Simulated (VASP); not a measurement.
Given:

```yaml
crystal:
  lattice:
    - [0.00000, 3.27444, 3.27444]
    - [3.27444, 0.00000, 3.27444]
    - [3.27444, 3.27444, 0.00000]
  atoms:
    - { symbol: Na, position: [0.25000, 0.25000, 0.25000] }
    - { symbol: Na, position: [0.75000, 0.75000, 0.75000] }
    - { symbol: S, position: [0.00000, 0.00000, 0.00000] }
```

These are PBE GGA, VASP's PBE PAW potentials (set 64) (plane waves; VASP 6.6.1) values and carry that method's errors. Numerical set-up: 480 eV cut-off, 6×6×6 Γ-centred mesh, Gaussian smearing of 0.050 eV, potentials Na_pv S.

Each relaxation starts from this cell; other phases were not tried.

The cell is relaxed at 2 GPa. What happens?

The volume per atom goes from 23.41 to 22.21 Å³ (-5.1 %), and the cell becomes a = b = c = 6.4350 Å, α = β = γ = 90.00°, space group Fm-3m. The gap on the mesh goes from 2.47 to 2.65 eV.

The cell is relaxed at 15 GPa. What happens?

The volume per atom goes from 23.41 to 17.72 Å³ (-24.3 %), and the cell becomes a = b = c = 5.969 Å, α = β = γ = 90.00°, space group Fm-3m. The gap on the mesh goes from 2.47 to 3.52 eV.

Failed runs are left out, and for metals the shear rows, which the mesh's noise covers.

The compound is Na2S in the antifluorite structure.
